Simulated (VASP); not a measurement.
Here is the system:

```xyz
2
Lattice="3.1947 0.0000 0.0000 0.0000 3.1947 0.0000 0.0000 0.0000 3.1947" Properties=species:S:1:pos:R:3 pbc="T T T"
Zn     1.5974     1.5974     1.5974
Au     0.0000     0.0000     0.0000
```

Level of theory: LDA (Ceperley-Alder, Perdew-Zunger), VASP's LDA PAW potentials (set 64) (plane waves; VASP). Numerical set-up: 300 eV cut-off, 7×7×7 Γ-centred mesh, first-order Methfessel-Paxton smearing of 0.27 eV, potentials Zn Au.

At this cut-off the stress carries a Pulay error, which pulls relaxed volumes low.

Task: Give the stress tensor in GPa (positive for a compressed cell).

Result: 
```
-12.04    0.00    0.00
  0.00  -12.04    0.00
  0.00    0.00  -12.04
```
The pressure is its mean diagonal, -12.04 GPa.

The structure is a typed AuZn crystal. The cell was not relaxed at this level. The electron count is odd and the run is not spin-polarised, which forces a metal.
